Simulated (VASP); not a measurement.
Here is the system:

```
MnO2
1.0
    4.37621     0.00000     0.00000
    0.00000     4.37621     0.00000
    0.00000     0.00000     2.86403
Mn O
2 4
Direct
  0.00000   0.00000   0.00000
  0.50000   0.50000   0.50000
  0.30467   0.30467   0.00000
  0.80467   0.19533   0.50000
  0.19533   0.80467   0.50000
  0.69533   0.69533   0.00000
```
Starting moments (μB, in the order of the record's atoms Mn Mn O O O O): 2.7 -2.7 0.0 0.0 0.0 0.0.

Calculation: r2SCAN+rVV10, VASP's PBE PAW potentials (set 64) (plane waves; VASP). Settings: 520 eV cut-off, 6×6×9 Γ-centred mesh, tetrahedra with Blöchl corrections, potentials Mn_pv O.

The cores are frozen, which limits the accuracy of field gradients.

### Question
Give the principal components of the electric field gradient (V/Å²) and the asymmetry η at each nucleus.

### Answer

```csv
atom,Vxx,Vyy,Vzz,η
Mn1,-9.5,-3.1,12.6,0.51
Mn2,-9.5,-3.1,12.6,0.51
O3,69.2,35.9,-105.1,0.32
O4,69.2,35.9,-105.1,0.32
O5,69.2,35.9,-105.1,0.32
O6,69.2,35.9,-105.1,0.32
```

The compound is MnO2 in the rutile structure. It was relaxed first.
